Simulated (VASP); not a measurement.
Consider the following.

```
Al
1.0
    2.81246     0.00000     0.00000
   -1.40623     2.43566     0.00000
    0.00000     0.00000     4.86685
Al
2
Cartesian
  1.40623   0.81189   3.65014
  0.00000   1.62378   1.21671
```

All values below come from LDA (Ceperley-Alder, Perdew-Zunger), VASP's LDA PAW potentials (set 64) (plane waves; VASP). Numerical set-up: 400 eV cut-off, 13×13×7 Γ-centred mesh, first-order Methfessel-Paxton smearing of 0.10 eV, potentials Al.

Energy and stress use the plane-wave basis of the starting cell.

The ions, cell shape and volume are relaxed. What does this cell relax into?

```
Al
1.0
    2.82584     0.00000     0.00000
   -1.41292     2.44725     0.00000
    0.00000     0.00000     4.60295
Al
2
Direct
  0.66667   0.33333   0.75000
  0.33333   0.66667   0.25000
```
Space group P6_3/mmc (194), at a tolerance of 0.03 Å.

How do energy and volume change from the first to the last step?

The energy (σ→0) changes by -13.1 meV/atom and the volume by -4.5 %, in 13 ionic steps.

```tsv
step	E(σ→0) (eV)	max force (eV/Å)	pressure (GPa)	volume (Å³)
1	-8.2943	0.000	-2.95	33.34
2	-8.3115	0.000	0.26	31.88
3	-8.3116	0.000	0.65	31.73
4	-8.3186	0.000	0.72	31.65
5	-8.3186	0.000	0.72	31.65
6	-8.3192	0.000	-0.19	31.99
7	-8.3192	0.000	-0.01	31.92
8	-8.3192	0.000	0.00	31.91
9	-8.3194	0.000	0.00	31.90
10	-8.3200	0.000	-0.01	31.88
11	-8.3205	0.000	0.04	31.82
12	-8.3205	0.000	0.01	31.84
13	-8.3205	0.000	0.03	31.83
```

The structure comes from a computed database's Al entry (P6_3/mmc); how it stands against other phases isn't given here. This run relaxes it. Symmetry was kept, so distortions that lower it aren't found.
